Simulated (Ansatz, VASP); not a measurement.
This is a calculation of WS for Ansatz 0.2.0. Atoms were shifted at random by some hundredths of an Å from the given cell, which wasn't relaxed again for these runs. The cell comes from a database or a generator and needn't be the stable form of this composition.

The input input.yaml:

```yaml
crystal:
  lattice:
    - [3.00789, 0.0, 0.0]
    - [0.0, 3.00789, 0.0]
    - [0.0, 0.0, 3.00789]
  atoms:
    - { symbol: W, position: [0.492622, 0.502063, 0.495699] }
    - { symbol: S, position: [-0.009366, -0.010022, 0.008871] }
hamiltonian:
  xc: pbe
  pseudopotentials: { kind: paw, azcp: { folder: soft_1 } }
kpoints:
  mp_grid: { grid: [9, 9, 9] }
scf:
  occupations: { method: fermi_dirac, width: 0.05 }
output:
  forces: true
  stress: true
  eigenvalues: true
```

Potentials or basis: Ansatz PAW soft_1.

Launch:

```sh
$ ansatz run input.yaml --threads 1 --pin off --max-ram 3584MiB --backend cpu --events-out ev --progress --plain --runs-dir out
```

Question: What does the same run look like in VASP 6.6.1? Potentials or basis there: PBE PAW files S, W_sv, 520 eV.

Answer: As run (cutoffs and basis follow the program's own potentials, and thresholds, step limits or extra output files can differ):

File INCAR:

```
PREC = Accurate
ENCUT = 520
EDIFF = 1E-7
ISMEAR = -1
SIGMA = 0.05
LREAL = False
LASPH = True
NELM = 80
ALGO = Normal
ISIF = 2
LWAVE = False
LCHARG = False
GGA = PE
NBANDS = 17
```

KPOINTS

```
Automatic mesh
0
Gamma
  9 9 9
```

Contents of POSCAR:

```
WS
1.0
    3.0078900000      0.0000000000      0.0000000000
    0.0000000000      3.0078900000      0.0000000000
    0.0000000000      0.0000000000      3.0078900000
W S
1 1
Direct
    0.4926220000      0.5020630000      0.4956990000
   -0.0093660000     -0.0100220000      0.0088710000
```

Potentials or basis: VASP PAW PBE potentials, release 64 (W_sv, S).

Command:

```sh
$ cat potpaw_PBE.64/W_sv/POTCAR potpaw_PBE.64/S/POTCAR > POTCAR
$ mpirun -np 1 vasp_std > vasp.out
```

Both were run:

|  | Ansatz | VASP |
| --- | --- | --- |
| Pressure | 0.7 GPa | 1.0 GPa |
| Largest force | 0.199 eV/Å | 0.201 eV/Å |

Ansatz's pressure holds a Pulay term of +0.08 GPa for its cutoff of 420 eV, which the other run lacks.

Where Ansatz's input types no cutoff or centring, it takes its own default and a Γ-centred mesh.

Pressure is positive in compression.
